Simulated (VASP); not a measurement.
## Relaxed cell of CaMn2Bi2: a test of cutoff and mesh

How far does the relaxed cell of CaMn2Bi2 depend on cutoff and k mesh? The starting structure is a computed structure from the Materials Project. The first relaxation on each setting starts from this cell expanded by 3 % in volume.

Calculated with VASP 6.6.1; Kohn-Sham DFT with plane waves and PAW; PBEsol.

## Step 1: The structure

Symmetry: P-3m1, No. 164, trigonal system. The conventional cell has a = 4.626 Å, b = 4.626 Å, c = 7.729 Å, α = 90.00°, β = 90.00°, γ = 120.00°. Nearest to Bi lie 4 Mn at 2.86 to 2.87 Å and 3 Ca at 3.29 Å. Mn has 4 Bi at 2.86 to 2.87 Å nearest. Ca has 6 Bi at 3.29 Å nearest. Farther neighbours are not listed.

As a file:

```
Bi Mn Ca
1.0
     4.62638    0.00000    0.00000
    -2.31319    4.00656    0.00000
     0.00000    0.00000    7.72879
Bi Mn Ca
2 2 1
Direct
  0.33333 0.66667 0.75119
  0.66667 0.33333 0.24881
  0.33333 0.66667 0.37927
  0.66667 0.33333 0.62074
  0.00000 0.00000 0.00000
```

## Step 2: Reference relaxation

This run starts from the cell of an earlier relaxation, which isn't shown; the restart sets up the plane waves anew.

INCAR reads:

```
SYSTEM = CaMn2Bi2
PREC = Accurate
ENCUT = 450
EDIFF = 1E-06
NELM = 100
ISMEAR = 1
SIGMA = 0.15
LREAL = .FALSE.
ALGO = Normal
GGA = PS
NBANDS = 43
ISPIN = 2
MAGMOM = 0 0 4 -4 0
LASPH = .TRUE.
LMAXMIX = 4
LORBIT = 11
LWAVE = .FALSE.
LCHARG = .FALSE.
KPAR = 8
IBRION = 2
NSW = 50
ISIF = 3
EDIFFG = -0.006
```

POSCAR reads:

```
CaMn2Bi2
1.0
    4.4658443676      0.0000000000      0.0000000000
   -2.2329221838      3.8675346717      0.0000000000
    0.0000000000      0.0000000000      7.5560399316
Bi Mn Ca
2 2 1
Direct
    0.3333333333      0.6666666667      0.7480574189
    0.6666666667      0.3333333333      0.2519425811
    0.3333333333      0.6666666667      0.3932685409
    0.6666666667      0.3333333333      0.6067314591
    0.0000000000      0.0000000000      0.0000000000
```

KPOINTS reads:

```
Automatic mesh
0
Gamma
9 9 4
0 0 0
```

PAW data sets: Bi_d, Mn_pv and Ca_sv (PBE family, release 64).

Started as:

```sh
$ mpirun -np 8 vasp_std
```

What it wrote:

```text
[banner, memory and clock lines left out]
running    8 mpi-ranks, on    1 nodes
 distrk:  each k-point on    1 cores,    8 groups
 distr:  one band on    1 cores,    1 groups

 POSCAR found type information on POSCAR BiMnCa
 POSCAR found :  3 types and       5 ions
|                                                                             |
|           W    W    AA    RRRRR   N    N  II  N    N   GGGG   !!!           |
|           W    W   A  A   R    R  NN   N  II  NN   N  G    G  !!!           |
|           W    W  A    A  R    R  N N  N  II  N N  N  G       !!!           |
|           W WW W  AAAAAA  RRRRR   N  N N  II  N  N N  G  GGG   !            |
|           WW  WW  A    A  R   R   N   NN  II  N   NN  G    G                |
|           W    W  A    A  R    R  N    N  II  N    N   GGGG   !!!           |
|                                                                             |
|     For optimal performance we recommend to set                             |
|       NCORE = 2 up to number-of-cores-per-socket                            |
|     NCORE specifies how many cores store one orbital (NPAR=cpu/NCORE).      |
|     This setting can greatly improve the performance of VASP for DFT.       |
|     The default, NCORE=1 might be grossly inefficient on modern             |
|     multi-core architectures or massively parallel machines. Do your        |
|     Unfortunately you need to use the default for GW and RPA                |
|     calculations (for HF NCORE is supported but not extensively tested      |
|     yet).                                                                   |
|                                                                             |

|                                                                             |
|               ----> ADVICE to this user running VASP <----                  |
|                                                                             |
|     You enforced a specific xc type in the INCAR file but a different       |
|     [... a line on the potential file left out ...]
|     I HOPE YOU KNOW WHAT YOU ARE DOING!                                     |
|                                                                             |

 LDA part: xc-table for (Slater+PW92), standard interpolation
 POSCAR, INCAR and KPOINTS ok, starting setup
 FFT: planning ... GRIDC
 FFT: planning ... GRID_SOFT
 FFT: planning ... GRID
 WAVECAR not read
 entering main loop
       N       E                     dE             d eps       ncg     rms          rms(c)
DAV:   1     0.766962550418E+03    0.76696E+03   -0.33158E+04  7484   0.166E+03
DAV:   2     0.396391792483E+02   -0.72732E+03   -0.70769E+03  7412   0.508E+02
DAV:   3    -0.286546406506E+02   -0.68294E+02   -0.66309E+02  8291   0.171E+02
DAV:   4    -0.324739920782E+02   -0.38194E+01   -0.37526E+01 10946   0.389E+01
DAV:   5    -0.327354040393E+02   -0.26141E+00   -0.26061E+00 12181   0.785E+00    0.144E+01
DAV:   6    -0.343711715130E+02   -0.16358E+01   -0.40375E+01  9204   0.432E+01    0.272E+01
DAV:   7    -0.298804640323E+02    0.44907E+01   -0.29018E+01  8693   0.313E+01    0.736E+00
DAV:   8    -0.301863376776E+02   -0.30587E+00   -0.17311E+00  8933   0.570E+00    0.419E+00
DAV:   9    -0.301220731899E+02    0.64264E-01   -0.68422E-01  9400   0.784E+00    0.229E+00
DAV:  10    -0.301482004125E+02   -0.26127E-01   -0.16944E-01  9004   0.255E+00    0.135E+00
DAV:  11    -0.301524550458E+02   -0.42546E-02   -0.23281E-02  9020   0.161E+00    0.298E-01
DAV:  12    -0.301533201514E+02   -0.86511E-03   -0.54559E-03 10186   0.355E-01    0.148E-01
DAV:  13    -0.301533932896E+02   -0.73138E-04   -0.50526E-04 12038   0.158E-01    0.382E-02
DAV:  14    -0.301534109845E+02   -0.17695E-04   -0.80447E-05  9602   0.859E-02    0.263E-02
DAV:  15    -0.301534183728E+02   -0.73882E-05   -0.19256E-05  9111   0.307E-02    0.128E-02
DAV:  16    -0.301534195642E+02   -0.11915E-05   -0.36967E-06  7539   0.189E-02    0.312E-03
DAV:  17    -0.301534192819E+02    0.28237E-06   -0.57620E-07  4521   0.519E-03
   1 F= -.30153419E+02 E0= -.30155785E+02  d E =-.301534E+02  mag=    -0.0000
[...]
2 F= -.30153526E+02 E0= -.30155875E+02  d E =-.106237E-03  mag=    -0.0000
[...]
3 F= -.30153526E+02 E0= -.30155874E+02  d E =-.106262E-03  mag=    -0.0000
 curvature:  -0.50 expect dE=-0.495E-05 dE for cont linesearch -0.362E-06
 ZBRENT: accuracy reached
 trial: gam=-0.01184 g(F)=  0.567E-05 g(S)=  0.426E-05 ort = 0.125E-04 (trialstep = 0.999E+00)
 search vector abs. value=  0.967E-05
 bond charge predicted
       N       E                     dE             d eps       ncg     rms          rms(c)
DAV:   1    -0.301535601021E+02   -0.34516E-04   -0.28720E-03  7911   0.306E-01    0.458E-02
DAV:   2    -0.301535558793E+02    0.42228E-05   -0.37712E-04  9275   0.165E-01    0.525E-02
DAV:   3    -0.301535348760E+02    0.21003E-04   -0.76498E-05  8821   0.767E-02    0.140E-02
DAV:   4    -0.301535315900E+02    0.32860E-05   -0.14901E-05  8764   0.302E-02    0.895E-03
DAV:   5    -0.301535303670E+02    0.12231E-05   -0.65577E-06  7249   0.209E-02    0.218E-03
DAV:   6    -0.301535305306E+02   -0.16363E-06   -0.10979E-06  4070   0.972E-03
   4 F= -.30153531E+02 E0= -.30155884E+02  d E =-.498678E-05  mag=    -0.0000
 trial-energy change:   -0.000005  1 .order   -0.000006   -0.000010   -0.000002
 step:   1.2358(harm=  1.2358)  dis= 0.00046  next Energy=   -30.153532 (dE=-0.605E-05)
 reached required accuracy - stopping structural energy minimisation
```

Elapsed: 3.2 min, on 8 MPI ranks of Intel Xeon Platinum 8488C (Sapphire Rapids), shared host; peak memory 3.8 GiB; 22 min of CPU time.

Lines that name or quote the potential files are left out of all logs, and their timing lines are given in words.

From OUTCAR (step 2):

```text
ion  position               nearest neighbor table
   1  0.333  0.667  0.748-   3 2.68   4 2.79   4 2.79   4 2.79   5 3.20   5 3.20   5 3.20
   2  0.667  0.333  0.252-   4 2.68   3 2.79   3 2.79   3 2.79   5 3.20   5 3.20   5 3.20
   3  0.333  0.667  0.393-   1 2.68   2 2.79   2 2.79   2 2.79   4 3.04   4 3.04   4 3.04
   4  0.667  0.333  0.607-   2 2.68   1 2.79   1 2.79   1 2.79   3 3.04   3 3.04   3 3.04
   5  0.000  0.000  0.000-   1 3.20   2 3.20   2 3.20   1 3.20   2 3.20   1 3.20

  LATTYP: Found a hexagonal cell.
 ALAT       =     4.4658443676
 C/A-ratio  =     1.6919622158

 Subroutine GETGRP returns: Found 12 space group operations
 (whereof 12 operations were pure point group operations)

The static configuration has the point symmetry D_3d.

 Found     43 irreducible k-points:

   k-points           NKPTS =     43   k-points in BZ     NKDIM =     43   number of bands    NBANDS=     43

   dimension x,y,z NGX =    32 NGY =   32 NGZ =   54
   dimension x,y,z NGXF=    64 NGYF=   64 NGZF=  108

   ENCUT  =  450.0 eV  33.07 Ry    5.75 a.u.   7.72  7.72 13.07*2*pi/ulx,y,z

   NELECT =      66.0000    total number of electrons

 k-points in reciprocal lattice and weights: Automatic mesh
   0.00000000  0.00000000  0.00000000       0.003
   0.11111111  0.00000000  0.00000000       0.019
   0.22222222  0.00000000  0.00000000       0.019
   0.33333333  0.00000000  0.00000000       0.019
   0.44444444  0.00000000  0.00000000       0.019
   0.11111111  0.11111111  0.00000000       0.019
   0.22222222  0.11111111  0.00000000       0.037
   0.33333333  0.11111111  0.00000000       0.037
   0.44444444  0.11111111  0.00000000       0.019
[...]
0.33333333  0.22222222  0.50000000       0.037
   0.33333333  0.33333333  0.50000000       0.006

 average (electrostatic) potential at core
       1-104.2350       2-104.2350       3 -68.8973       4 -68.8973       5 -44.2460

 E-fermi :   6.0345

 spin component 1
 k-point     1 :       0.0000    0.0000    0.0000
  band No.  band energies     occupation
    ...
     27       2.9407      1.00000
     28       2.9407      1.00000
     29       4.5100      1.00000
     30       4.5100      1.00000
     31       5.4026      1.00000
     32       6.0577      0.37088
     33       6.0577      0.37088
     34       6.7280     -0.00000
     35       6.7280     -0.00000
     36       7.0332     -0.00000
    ...

 k-point     2 :       0.1111    0.0000    0.0000
  band No.  band energies     occupation
    ...
     29       4.1768      1.00000
     30       4.4801      1.00000
     31       5.3304      1.00000
     32       5.4388      1.00000
     33       5.8847      1.02496
     34       6.4123     -0.00107
     35       6.7437     -0.00000
     36       7.2801     -0.00000
     37       7.6523     -0.00000
     38       7.9709     -0.00000
    ...

 k-point     3 :       0.2222    0.0000    0.0000
  band No.  band energies     occupation
    ...
     29       3.5613      1.00000
     30       4.4025      1.00000
     31       4.4927      1.00000
     32       5.1712      1.00000
     33       5.4852      1.00000
     34       6.1829     -0.02402
     35       6.7738     -0.00000
     36       6.9927     -0.00000
     37       7.5880     -0.00000
     38       7.6712     -0.00000
    ...

 k-point     4 :       0.3333    0.0000    0.0000
  band No.  band energies     occupation
    ...
     29       3.2500      1.00000
     30       3.8949      1.00000
     31       4.3086      1.00000
     32       4.7809      1.00000
     33       5.0769      1.00000
     34       6.0622      0.34646
     35       6.7866     -0.00000
     36       6.7868     -0.00000
     37       7.0581     -0.00000
     38       7.4638     -0.00000
    ...

 k-point     5 :       0.4444    0.0000    0.0000
  band No.  band energies     occupation
    ...
     29       3.3030      1.00000
     30       3.5879      1.00000
     31       4.2401      1.00000
     32       4.3508      1.00000
     33       4.8245      1.00000
     34       6.0472      0.42867
     35       6.6777     -0.00000
     36       6.7448     -0.00000
     37       6.7806     -0.00000
     38       7.3602     -0.00000
    ...

 k-point     6 :       0.1111    0.1111    0.0000
  band No.  band energies     occupation
    ...
     29       3.7588      1.00000
     30       4.3267      1.00000
     31       4.7763      1.00000
     32       5.1811      1.00000
     33       5.5774      1.00007
     34       6.2729     -0.02355
     35       6.7463     -0.00000
     36       7.0846     -0.00000
     37       7.6060     -0.00000
     38       7.7972     -0.00000
    ...

  Total        0.0057126      0.0057126      0.0093342     -0.0000000     -0.0000000      0.0000000
  in kB        0.0703135      0.0703135      0.1148902     -0.0000000     -0.0000000      0.0000000
  external PRESSURE =       0.0851724 kB  Pullay stress =       0.0000000 kB

  energy-cutoff  :      450.00
  volume of cell :      130.17
      direct lattice vectors                 reciprocal lattice vectors
     4.461609525  0.000000000  0.000000000     0.224134361  0.129404034 -0.000000000
    -2.230804763  3.863867191  0.000000000     0.000000000  0.258808067 -0.000000000
     0.000000000  0.000000000  7.550798963     0.000000000  0.000000000  0.132436316

 POSITION                                       TOTAL-FORCE (eV/Angst)
 -----------------------------------------------------------------------------------
     -0.00000      2.57591      5.64878         0.000000      0.000000      0.002639
      2.23080      1.28796      1.90201        -0.000000     -0.000000     -0.002639
     -0.00000      2.57591      2.96961        -0.000000      0.000000      0.003389
      2.23080      1.28796      4.58119         0.000000     -0.000000     -0.003389
      4.46161      0.00000      7.55080         0.000000      0.000000      0.000000
 -----------------------------------------------------------------------------------
    total drift:                                0.000000      0.000000     -0.000000

  FREE ENERGIE OF THE ION-ELECTRON SYSTEM (eV)
  ---------------------------------------------------
  free  energy   TOTEN  =       -30.1535305306 eV

  energy  without entropy=      -30.1605920288  energy(sigma->0) =      -30.15588436

 reached required accuracy - stopping structural energy minimisation

 total charge
# of ion       s       p       d       tot
------------------------------------------
    1        1.423   1.749   9.899  13.070
    2        1.423   1.749   9.899  13.070
    3        0.276   6.202   4.978  11.456
    4        0.276   6.202   4.978  11.456
    5        2.037   5.839   0.263   8.139
--------------------------------------------------
tot          5.435  21.741  30.016  57.192

 magnetization (x)
# of ion       s       p       d       tot
------------------------------------------
    1       -0.003   0.015  -0.008   0.004
    2        0.003  -0.015   0.008  -0.004
    3        0.048   0.050   3.719   3.817
    4       -0.048  -0.050  -3.719  -3.817
    5        0.000   0.000   0.000   0.000
--------------------------------------------------
tot          0.000   0.000  -0.000  -0.000

[... 1 further part left out ...]
```

The PAW data sets were made with PBE, which is usual practice but a small mismatch for other functionals. The run keeps the 12 symmetry operations of its start, so it cannot find a distortion of lower symmetry.

The reference relaxation ends at 26.034 Å³ an atom.

## Step 3: Relaxation with a cutoff of 270 eV

Against step 2 the input has ENCUT = 270. This run starts from the cell of an earlier relaxation, which isn't shown; the restart sets up the plane waves anew.

INCAR, as its differences from that of step 2:

```diff
@@ -2,3 +2,3 @@
 PREC = Accurate
-ENCUT = 450
+ENCUT = 270
 EDIFF = 1E-06
```

POSCAR reads:

```
CaMn2Bi2
1.0
    4.4516077195      0.0000000000      0.0000000000
   -2.2258038597      3.8552053728      0.0000000000
    0.0000000000      0.0000000000      7.5240042629
Bi Mn Ca
2 2 1
Direct
    0.3333333333      0.6666666667      0.7488212310
    0.6666666667      0.3333333333      0.2511787690
    0.3333333333      0.6666666667      0.3933991093
    0.6666666667      0.3333333333      0.6066008907
    0.0000000000      0.0000000000      0.0000000000
```

KPOINTS is that of step 2.

Started as:

```sh
$ mpirun -np 8 vasp_std
```

What it wrote:

```text
[banner, memory and clock lines left out]
running    8 mpi-ranks, on    1 nodes
[...]
[... a notice as in an earlier step ...]

 [... a notice as in an earlier step ...]

 LDA part: xc-table for (Slater+PW92), standard interpolation
 POSCAR, INCAR and KPOINTS ok, starting setup
[...]
entering main loop
       N       E                     dE             d eps       ncg     rms          rms(c)
DAV:   1     0.617832308974E+03    0.61783E+03   -0.26058E+04  7906   0.120E+03
DAV:   2     0.211637933855E+02   -0.59667E+03   -0.57855E+03  7533   0.412E+02
DAV:   3    -0.300610212430E+02   -0.51225E+02   -0.49928E+02  8630   0.137E+02
DAV:   4    -0.326221992427E+02   -0.25612E+01   -0.25277E+01 11388   0.284E+01
[...]
DAV:  16    -0.301422999099E+02    0.27521E-05   -0.37256E-06  7570   0.169E-02    0.303E-03
DAV:  17    -0.301423014969E+02   -0.15870E-05   -0.68284E-07  4490   0.501E-03    0.114E-03
DAV:  18    -0.301423013267E+02    0.17018E-06   -0.13909E-07  4451   0.349E-03
[...]
9 F= -.30154644E+02 E0= -.30156857E+02  d E =-.910750E-04  mag=     0.0000
  11 F= -.30154728E+02 E0= -.30156963E+02  d E =-.195523E-04  mag=     0.0000
  13 F= -.30154729E+02 E0= -.30156965E+02  d E =-.207181E-04  mag=    -0.0000
  15 F= -.30154728E+02 E0= -.30156964E+02  d E =-.197753E-04  mag=     0.0000
  17 F= -.30154729E+02 E0= -.30156964E+02  d E =-.206804E-04  mag=    -0.0000
  19 F= -.30154744E+02 E0= -.30156975E+02  d E =-.141654E-04  mag=     0.0000
  21 F= -.30154753E+02 E0= -.30156984E+02  d E =-.874908E-05  mag=     0.0000
  23 F= -.30154662E+02 E0= -.30156917E+02  d E =0.820771E-04  mag=    -0.0000
  25 F= -.30154756E+02 E0= -.30156995E+02  d E =-.114357E-04  mag=     0.0000
  27 F= -.30154767E+02 E0= -.30157000E+02  d E =-.106968E-04  mag=     0.0000
  29 F= -.30154760E+02 E0= -.30156989E+02  d E =-.338478E-05  mag=     0.0000
  31 F= -.30154765E+02 E0= -.30156997E+02  d E =-.914105E-05  mag=    -0.0000
  33 F= -.30154766E+02 E0= -.30156999E+02  d E =-.948282E-05  mag=     0.0000
  34 F= -.30154771E+02 E0= -.30157012E+02  d E =-.484235E-05  mag=    -0.0000
 trial-energy change:   -0.000005  1 .order   -0.000020   -0.000040    0.000001
 step:   0.5597(harm=  0.5597)  dis= 0.00024  next Energy=   -30.154785 (dE=-0.196E-04)
 reached required accuracy - stopping structural energy minimisation
```

Elapsed: 6.7 min, on 8 MPI ranks; peak memory 2.5 GiB; 53 min of CPU time.

(Part 1 of 2 ends here.)

[Lines on the potential files, build, host, timing and source positions are cut from VASP's logs without a mark.]

[Logs are printed without paths, hosts, clocks, repeated set-up lines and the standing remarks that a program may print on its own settings, such as how far it seeks lower states.]

[Hosts, paths, dates, database ids (printed as entryN), source tags and the programs' standing remarks are cut or masked in the printed files.]
